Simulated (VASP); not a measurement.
Write the native input for VASP 6.6.1 that does the following.

```yaml
Task: density of states
Functional: PBE
Potentials_or_basis: VASP PAW PBE potentials, release 64 (Mg, Cd, S)
Cutoff: 520 eV
k_mesh: 8 × 8 × 8
Occupations: gaussian, width 0.03 eV
Spin: no spin polarisation
k_mesh_for_the_DOS: 12 × 12 × 12
Occupations_for_the_DOS: tetrahedron
Further_INCAR_settings: ALGO = Fast; EDIFF = 1e-07; NBANDS = 26
```

Mg2CdS3:

```xyz
6
Lattice="1.9199 1.1084 9.6646 -1.9199 1.1084 9.6646 0.0000 -2.2169 9.6646" Properties=species:S:1:pos:R:3 pbc="T T T"
Mg    0.0000    0.0000    4.3679
Mg    0.0000    0.0000   11.0226
Cd    0.0000    0.0000   26.7978
S     0.0000    0.0000   22.4366
S     0.0000    0.0000   15.7287
S     0.0000    0.0000    0.2316
```

The cell was built by a generator and needn't be a form met in nature.

One way to write it, as run:

POSCAR

```
Mg2CdS3
1.0
    1.9198610000      1.1084320000      9.6645900000
   -1.9198610000      1.1084320000      9.6645900000
    0.0000000000     -2.2168650000      9.6645900000
Mg Cd S
2 1 3
Direct
    0.1506510000      0.1506510000      0.1506510000
    0.3801730000      0.3801730000      0.3801730000
    0.9242610000      0.9242610000      0.9242610000
    0.7738410000      0.7738410000      0.7738410000
    0.5424870000      0.5424870000      0.5424870000
    0.0079870000      0.0079870000      0.0079870000
```

INCAR.step1

```
PREC = Accurate
ENCUT = 520
EDIFF = 1E-7
ISMEAR = 0
SIGMA = 0.03
LREAL = F
LASPH = T
NELM = 80
ALGO = Fast
ISIF = 2
LWAVE = F
LCHARG = T
GGA = PE
NBANDS = 26
KPAR = 2
```

KPOINTS.step1

```
regular mesh
0
Gamma
  8 8 8
```

INCAR.step2

```
PREC = Accurate
ENCUT = 520
EDIFF = 1E-7
ISMEAR = -5
SIGMA = 0.03
LREAL = F
LASPH = T
NELM = 80
ALGO = Fast
ISIF = 2
LWAVE = F
LCHARG = F
GGA = PE
LORBIT = 11
NBANDS = 26
KPAR = 2
NEDOS = 1001
ICHARG = 11
```

KPOINTS.step2

```
regular mesh
0
Gamma
  12 12 12
```

Potentials or basis: VASP PAW PBE potentials, release 64 (Mg, Cd, S).

The run is started by

```sh
$ cat potpaw_PBE.64/Mg/POTCAR potpaw_PBE.64/Cd/POTCAR potpaw_PBE.64/S/POTCAR > POTCAR
$ cp INCAR.step1 INCAR
$ cp KPOINTS.step1 KPOINTS
$ mpirun -np 2 vasp_std > vasp.out
$ cp INCAR.step2 INCAR
$ cp KPOINTS.step2 KPOINTS
$ mpirun -np 2 vasp_std > vasp.out
```

It gave:

```yaml
Valence_electrons_inside_the_program's_atomic_spheres: Mg 0.29, 0.31; Cd 10.29; S 3.78, 3.74, 3.79
```

Run time: 26 min on 2 MPI ranks on Intel(R) Xeon(R) 6975P-C (Granite Rapids), with other jobs on the host, peak memory 1.4 GiB a rank.
